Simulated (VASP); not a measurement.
VASP input:

File POSCAR:
```
GaAs
1
    0.0000000000     2.8708749059     2.8708749059
    2.8708749059     0.0000000000     2.8708749059
    2.8708749059     2.8708749059     0.0000000000
Ga As
1 1
Direct
  0.0000000000   0.0000000000   0.0000000000
  0.2500000000   0.2500000000   0.2500000000
```

### INCAR
```
ALGO = Normal
EDIFF = 1E-7
EDIFFG = -0.01
ENCUT = 480
GGA = PE
IBRION = 2
ISIF = 3
ISMEAR = 0
LASPH = T
LCHARG = F
LMAXMIX = 4
LREAL = F
LWAVE = F
NELM = 100
NSW = 40
PREC = Accurate
PSTRESS = 150
SIGMA = 0.05
SYSTEM = GaAs
```

KPOINTS:
```
kpoints
0
G
8 8 8
```

POTCAR, in this order: Ga_d As (PBE.64 set). Program: vasp_std.

Problem. Translate this PBE calculation to Ansatz.

Solution. One equivalent input (not run):
Ansatz 0.2 input:
```yaml
crystal:
  lattice:
    - [0.0000000, 2.8708749, 2.8708749]
    - [2.8708749, 0.0000000, 2.8708749]
    - [2.8708749, 2.8708749, 0.0000000]
  atoms:
    - { symbol: Ga, position: [0.0000000, 0.0000000, 0.0000000] }
    - { symbol: As, position: [0.2500000, 0.2500000, 0.2500000] }
kpoints:
  mp_grid: { grid: [8, 8, 8] }
hamiltonian:
  xc: pbe
  pseudopotentials: { kind: paw }
scf:
  occupations: { method: gaussian, width: 0.05 }
  max_iter: 100
relax:
  max_steps: 40
  f_tol: 0.01
  cell: { p_target: 15 }
output: { forces: true, stress: true, eigenvalues: true }
```
The two are equivalent in intent, not identical: each code has its own PAW files, so the cut-off isn't converted (ENCUT is set for VASP's; basis.ecutwfc is left out, and Ansatz then takes the one that its files recommend); Ansatz stops its SCF on the density residual and VASP on the energy change (EDIFF).

The compound is GaAs in the zinc blende structure. This run relaxes it under an external pressure of 15 GPa. Symmetry was kept, so distortions that lower it aren't found.
